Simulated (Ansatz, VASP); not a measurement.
# V2S2N (V2NS2 MXene monolayer) in two plane-wave programs

Wanted: the spread between two codes on one cell, functional and k mesh. The structure shown is the start of the Ansatz relaxation below; VASP solves that cell, so the two are compared at the walk's first step.

Method: plane waves, with VASP 6.6.1 beside it; single point at PBE with D3(BJ), in Ansatz 0.2.0.

### Step 1. Starting point

The cell holds 5 atoms: 2 S, 2 V and 1 N. Its edges and angles: a = 2.941 Å, b = 2.941 Å, c = 42.589 Å, α = 90.0°, β = 90.0°, γ = 120.0°. Vacuum lies along c.

Coordinates:

```cif
data_structure
_symmetry_space_group_name_H-M 'P 1'
_symmetry_Int_Tables_number 1
_cell_length_a 2.9407
_cell_length_b 2.9407
_cell_length_c 42.5892
_cell_angle_alpha 90.000
_cell_angle_beta 90.000
_cell_angle_gamma 120.000
_cell_volume 318.95
loop_
_atom_site_label
_atom_site_type_symbol
_atom_site_fract_x
_atom_site_fract_y
_atom_site_fract_z
_atom_site_occupancy
S1 S 0.33333 0.66667 0.43203 1
S2 S 0.66667 0.33333 0.56797 1
V3 V 0.66667 0.33333 0.47276 1
V4 V 0.33333 0.66667 0.52724 1
N5 N 0.00000 0.00000 0.50000 1
```

### Step 2. Ansatz: relaxation, PBE with D3(BJ)

Ansatz runs on its default PAW (the set named soft_2) files.

The two programs are compared at the cell with which this relaxation starts, whose forces are those of its first step.

The input, input.yaml:

```yaml
crystal:
  lattice:
    - [2.940652, 0.0, 0.0]
    - [-1.470326, 2.5466793357, 0.0]
    - [0.0, 0.0, 42.589237261]
  atoms:
    - { symbol: S, position: [0.3333333333, 0.6666666667, 0.4320340345] }
    - { symbol: V, position: [0.6666666667, 0.3333333333, 0.4727559588], spin: 2.0 }
    - { symbol: "N", position: [0.0, 0.0, 0.5] }
    - { symbol: V, position: [0.3333333333, 0.6666666667, 0.5272440412], spin: 2.0 }
    - { symbol: S, position: [0.6666666667, 0.3333333333, 0.5679659655] }
  periodic: [true, true, false]
magnetization:
  spin_polarized: true
kpoints:
  mp_grid: { grid: [12, 12, 1] }
hamiltonian:
  xc: pbe
  dispersion: d3bj
scf:
  occupations: { method: fermi_dirac, width: 0.05 }
  convergence: { dr2_threshold: 1.0e-09 }
relax:
  f_tol: 0.004
  max_steps: 90
  cell: {}
output:
  write_potential: true
  write_density: true
  volumetric_format: npy
```

The run is started by

```bash
$ ansatz run input.yaml --threads 4 --pin off --max-ram 12288MiB --backend cpu --events-out ev --progress --plain --runs-dir out
```

Numbers of over 12 decimals in the logs are rounded to 6 here.

Log:

```text
Warning: relax.cell: scf.convergence.dr2_threshold = 1e-9 eV is looser than the 2.00561561724e-10 eV advised for a relaxation that steers and ends on the stress (1e-10 eV for each atom of the cell: 5, times the square of relax.cell.stress_2d_tol = 0.05 N/m over 15.8 Å (the atoms' height at the walk's start and 5 Å past either face), 3.167e-2 GPa, over a crystal's default 0.05). What an SCF threshold leaves in a stress goes as its square root, and in the free energy as the threshold itself, and one threshold admits the most on a small cell: [figures from the program's tests cut] Set scf.convergence.dr2_threshold to 2.00561561724e-10 eV or tighter. [rest of the remark cut]
Engine: ansatz 0.2.0, aarch64-unknown-linux-gnu
Pseudopotentials: kind: paw
Pseudopotential: S, paw, valence charge 6, recommended cutoff 420 eV (normal), S.paw.azcp
Pseudopotential: V, paw, valence charge 13, recommended cutoff 420 eV (normal), V.paw.azcp
Pseudopotential: N, paw, valence charge 5, recommended cutoff 420 eV (normal), N.paw.azcp
Functional definition: PBE
  parameter kappa = 0.804
  parameter beta = 0.066725
  exchange = pbe_x(kappa = kappa, mu = beta*pi^2/3)
  correlation = pbe_c(beta = beta)
Crystal: 5 atoms, lattice volume = 318.946 Å³
Basis set: ecut = 420 eV, 6143 PW (Γ), exchange–correlation on 40×40×576 points (8 copies of the dense FFT grid, shifted against one another)
Bands: 29, of which v1, the nominal top of the filled ones, is band 22 counted from 1 (21 counted from 0)
Symmetry: 12 space group operations
Space group: P-3m1 (ITA 164), of the structure as read, at distance tolerance 6.8e-5 Å
Magnetic group: BNS 164.85 (UNI 1315), of the structure as read, at distance tolerance 6.8e-5 Å
k-points: 19 of 144
Non-local potential: S, projectors of the file, l = 0: 2, l = 1: 2, l = 2: 2
Non-local potential: V, projectors of the file, l = 0: 3, l = 1: 2, l = 2: 3, l = 3: 1
Non-local potential: N, projectors of the file, l = 0: 2, l = 1: 2, l = 2: 1
PAW form: soft (Blöchl's): semilocal exchange-correlation on the pseudo side does not see the compensation charge
PAW one-centre angular grid: S, 110 points (default); XC on 64 Gauss nodes
PAW one-centre angular grid: V, 590 points (default); XC on 64 Gauss nodes
PAW one-centre angular grid: N, 110 points (default); XC on 64 Gauss nodes
Initial density: superposition of atomic densities (neutral atoms: chi_scale 0, normalization atom)
Starting moments: Σ|m| = 4 μB on 2 of 5 sites
Initial wavefunctions: pseudopotential atomic-orbital guess
Functional: x = pbe(κ = 0.804, μ = 0.219515), c = pbe(β = 0.066725)
SCF iter   1: F=—  HF=-8021.091261 eV  |F-HF|=—  |Δ(HF+E_count)|=         —  Δρ=3.85e-2 (↑3.85e-2 ↓2.46e-2)  dr2=1.32e1  dr2_m=1.02e0  M=1.909 μB ∫|m|=2.693 μB  β_m=0.30  ethr=3.10e-3  ⟨swp⟩=16.5  Hψ=9212  notcnv=0
Mixer restart at iter 1: flushing history
preconditioner: auto → LDOS  [metal: Δε(μ)=0.018 eV  Ē_g=9.091 eV  σ=0.050 eV  W_gap=0.09  n_scr=26 (ndim 8)  ℏωp=10.8 eV  f_vac=0.770  D(μ)=4.29/eV (n_scr^D=20)]
spin=Collinear: LDOS preconditioning applied to the charge; magnetization (m = ρ↑ − ρ↓) channel mixes plain (no charge-response kernel on spin).
SCF iter   2: F=—  HF=-8019.681076 eV  |F-HF|=—  |Δ(HF+E_count)|=    1.41e0  Δρ=2.85e-2 (↑2.85e-2 ↓1.81e-2)  dr2=6.64e0  dr2_m=6.11e-1  M=1.711 μB ∫|m|=2.567 μB  β_m=0.60  ethr=3.10e-3  ⟨swp⟩=3.2  Hψ=2207  notcnv=0  defer=37
SCF iter   3: F=—  HF=-8018.742401 eV  |F-HF|=—  |Δ(HF+E_count)|=   9.39e-1  Δρ=6.71e-3 (↑6.01e-3 ↓6.71e-3)  dr2=1.43e-1  dr2_m=8.82e-2  M=1.191 μB ∫|m|=1.953 μB  β_m=0.60  ethr=3.10e-3  ⟨swp⟩=4.0  Hψ=2895  notcnv=0  defer=33
SCF iter   4: F=—  HF=-8019.155983 eV  |F-HF|=—  |Δ(HF+E_count)|=         —  Δρ=1.53e-2 (↑1.47e-2 ↓1.53e-2)  dr2=1.64e-2  dr2_m=6.51e-1  M=0.261 μB ∫|m|=0.572 μB  β_m=1.00  ethr=3.32e-4  ⟨swp⟩=3.5  Hψ=2515  notcnv=0  defer=29  κ⁻¹=1.0e-2(r=2)
SCF iter   5: F=—  HF=-8019.016229 eV  |F-HF|=—  |Δ(HF+E_count)|=   1.40e-1  Δρ=3.17e-3 (↑2.76e-3 ↓3.17e-3)  dr2=1.34e-2  dr2_m=2.45e-2  M=0.122 μB ∫|m|=0.238 μB  β_m=0.60  ethr=1.16e-4  ⟨swp⟩=4.0  Hψ=2978  notcnv=0  defer=29
SCF iter   6: F=—  HF=-8019.014174 eV  |F-HF|=—  |Δ(HF+E_count)|=   2.06e-3  Δρ=1.93e-3 (↑1.42e-3 ↓1.93e-3)  dr2=3.68e-3  dr2_m=7.80e-3  M=0.074 μB ∫|m|=0.147 μB  β_m=0.80  ethr=3.12e-5  ⟨swp⟩=4.0  Hψ=2403  notcnv=0  defer=4
[...]
iter 1 solved again at ethr=1.07e-7 eV; its pass at ethr=3.10e-3 eV (dr2=4.60e-5 eV) is discarded
SCF iter   1: F=—  HF=-8019.484673 eV  |F-HF|=—  |Δ(HF+E_count)|=         —  Δρ=4.31e-6 (↑4.31e-6 ↓4.31e-6)  dr2=2.04e-8  dr2_m=3.28e-12  M=-0.000 μB ∫|m|=0.000 μB  β_m=0.65  ethr=1.07e-7  ⟨swp⟩=6.7  Hψ=14858  notcnv=0
preconditioner: auto → LDOS  [metal: Δε(μ)=0.020 eV  Ē_g=7.833 eV  σ=0.050 eV  W_gap=0.10  n_scr=22 (ndim 8)  ℏωp=10.5 eV  f_vac=0.788  D(μ)=2.85/eV (n_scr^D=16)]
spin=Collinear: LDOS preconditioning applied to the charge; magnetization (m = ρ↑ − ρ↓) channel mixes plain (no charge-response kernel on spin).
SCF iter   2: F=—  HF=-8019.484866 eV  |F-HF|=—  |Δ(HF+E_count)|=   1.93e-4  Δρ=1.57e-6 (↑1.57e-6 ↓1.57e-6)  dr2=1.04e-8  dr2_m=1.12e-12  M=-0.000 μB ∫|m|=0.000 μB  β_m=0.45  ethr=4.75e-11  ⟨swp⟩=5.0  Hψ=3684  notcnv=0
SCF iter   3: F=—  HF=-8019.484875 eV  |F-HF|=—  |Δ(HF+E_count)|=   9.52e-6  Δρ=1.08e-6 (↑1.08e-6 ↓1.07e-6)  dr2=1.68e-9  dr2_m=7.62e-13  M=-0.000 μB ∫|m|=0.000 μB  β_m=0.58  ethr=2.41e-11  ⟨swp⟩=3.3  Hψ=2000  notcnv=0
SCF iter   4: F=-8019.484892 eV  HF=-8019.484891 eV  |F-HF|=9.56e-7  |Δ(HF+E_count)|=   1.58e-5  Δρ=1.83e-7 (↑1.83e-7 ↓1.80e-7)  dr2=1.65e-10  dr2_m=1.29e-13  M=-0.000 μB ∫|m|=0.000 μB  ethr=2.33e-12  ⟨swp⟩=13.1  Hψ=9579  notcnv=0
the starting moments were not kept: the SCF closed with an absolute magnetisation of 1.1e-6 μB, where they sum to 4 μB in size (2 sites). That is at most 0.1 of that sum. Measured as dr2_m measures the in/out step, that magnetisation stands 4.1e-13 eV from none, at or under the dr2_threshold of 1.0e-9 eV: it is no larger than a step whose dr2_m would equal this threshold.
SCF 9 converged in 4 iterations: F = -8019.484892 eV  dr2 = 1.65e-10
relax step   9: F+E_penalty+E_count = -8019.48489219 eV  Δ(F+E_penalty+E_count) = -1.179e-4 eV  max|allowed force component| = 1.986e-3 eV/Å  Δτ_max = 0.0000 Å  P = -0.003 N/m  Ω = 340.510 Å³  fix = [c, alpha, beta]  reactions: c -0.000 N/m  stress off target by 2.99e-3 N/m on what of the cell is left free  SCF on the basis re-selected at this cell (its energy is not comparable with the rows above)  (4 SCF iters)
basis re-selected at this cell: Δ(F+E_penalty+E_count) = -1.179e-4 eV, ΔP = +0.002 N/m vs the last step (what re-selecting the basis moved, of the pressure what is left beyond the Pulay correction that the steps carried, after the strain that the cell walked since its last selection, with what the two solves' SCF thresholds leave and, on support functions, any second-order correction that the steps lacked; it is no m [...]
WARN: The output density's exchange-correlation potential varies sharply where the density is thin. Do not read a vacuum level from v_tot or v_xc, or from such a field of the output density. On a cell that repeats whose density bears no net charge and no dipole along the vacuum's axis use v_es (v_loc + v_h of the components); under efield.dipole_correction with no amplitude use v_es + v_field, which holds any externa [...]
SCF converged after 4 iterations
Magnetization: -0.0000 μB (21.5000 up, 21.5000 down)
Absolute magnetization: 0.0000 μB (∫|ρ↑−ρ↓|, with the PAW one-centre terms)
Spin contamination: 0.0000 ħ² per cell (⟨S²⟩ above its minimum at these occupations)
Per-site moments (μB) at R_I (Å): [(6.280766688263125e-9, 0.973020), (-3.6255369936881694e-7, 0.841292), (1.0064496334229273e-7, 0.841292), (-3.6255369929358183e-7, 0.841292), (6.280766685551286e-9, 0.973020)]
Free energy (F): -8019.484892 eV
Harris-Foulkes:  -8019.484891 eV  (|F-HF|=9.56e-7)
Internal energy: -8019.461984 eV  (E = F + TS)
E sigma→0 (E₀):  -8019.473438 eV
Entropy (-TS):   -0.022909 eV (-4.582 meV/atom)
Fermi energy:    -5.271625 eV
--- Per-component energies (eV) ---
  E_band       = -1122.547903
  E_kinetic    = 1022.451753
  E_local      = -185192.002097  (includes V_loc(G=0)·N_el)
  E_nonlocal   = 8.729555
  E_hartree    = 92023.351580
  E_xc         = -517.853735
  E_vxc        = -585.723357  (∫ρ·V_xc dr)
  E_paw        = -3552.180980  (= ΣΔE_a)
  E_vpaw       = -422.708915  (= ΣTr[D̂ρ^β])
  E_aug_tail   = 0.000642  (compensation charges beyond the density's cutoff)
  E_ewald      = 88189.864010
  E_disp       = -1.822711  (pairwise vdW)
  E_smearing   = -0.022909  (= −TS)
  E_closure    = 0.000000  (closes the sum)
  Σ components = -8019.484892   (vs F -8019.484892, Δ=0.00e0)
--- Forces (eV/Å), atoms counted from 1 ---
  atom   1  S     -0.00000000     0.00000000     0.00023795
  atom   2  V     -0.00000000    -0.00000000     0.00198577
  atom   3  N     -0.00000000     0.00000000     0.00000000
  atom   4  V      0.00000000     0.00000000    -0.00198577
  atom   5  S     -0.00000000    -0.00000000    -0.00023795
  max |Σ_I F_I| component: 1.10e-17 eV/Å
--- 2D stress c σ (N/m, compression-positive) ---
       -0.002994      -0.000000      -0.000000
       -0.000000      -0.002994      -0.000000
       -0.000000      -0.000000      -0.000000
  P = ½ c Tr σ = -0.0030 N/m
--- Band table (eV; the first three rows and the last of 38) ---
  k-point 0 ↑: bands = [... 18 lower, -6.5037, -6.5037, -5.8409, -5.0612, -5.0612, -4.7421, -4.7421, -4.3331, ... 3 higher]
  k-point 1 ↑: bands = [... 18 lower, -6.7393, -6.6986, -6.0419, -5.0919, -5.0898, -4.7225, -4.5463, -4.0670, ... 3 higher]
  k-point 2 ↑: bands = [... 18 lower, -7.1403, -6.7888, -6.5390, -5.2484, -5.0702, -4.6159, -4.0845, -3.8826, ... 3 higher]
  k-point 18 ↓: bands = [... 18 lower, -8.6925, -8.6925, -5.3941, -5.3941, -5.2644, -4.0932, -4.0932, -3.7755, ... 3 higher]
  the weakly bound empty levels are not read free of the cell's end (no_gap_told)
--- Relaxed structure (7 steps of the walk, 7 accepted, 2 SCFs on fresh bases) ---
  F+E_penalty+E_count = -8019.48489219 eV   max|allowed force component| = 1.986e-3 eV/Å   (the final SCF, on the basis selected at the relaxed cell)
  cell:  # Å, volume = 340.5100 Å³
    - [3.038433, 0, 0]
    - [-1.519216, 2.631360, 0]
    - [0, 0, 42.589237261]
  atoms:
    - { symbol: S, position: [0.333333, 0.666667, 0.438547] }
    - { symbol: V, position: [0.666667, 0.333333, 0.475574] }
    - { symbol: N, position: [0, 0, 0.5] }
    - { symbol: V, position: [0.333333, 0.666667, 0.524426] }
    - { symbol: S, position: [0.666667, 0.333333, 0.561453] }
```

[end of part 1 of 2]

[Lines on the potential files, build, host, timing and source positions are cut from VASP's logs without a mark.]

[Logs are printed without paths, hosts, clocks, repeated set-up lines and the standing remarks that a program may print on its own settings, such as how far it seeks lower states.]

[Hosts, paths, dates, database ids (printed as entryN), source tags and the programs' standing remarks are cut or masked in the printed files.]
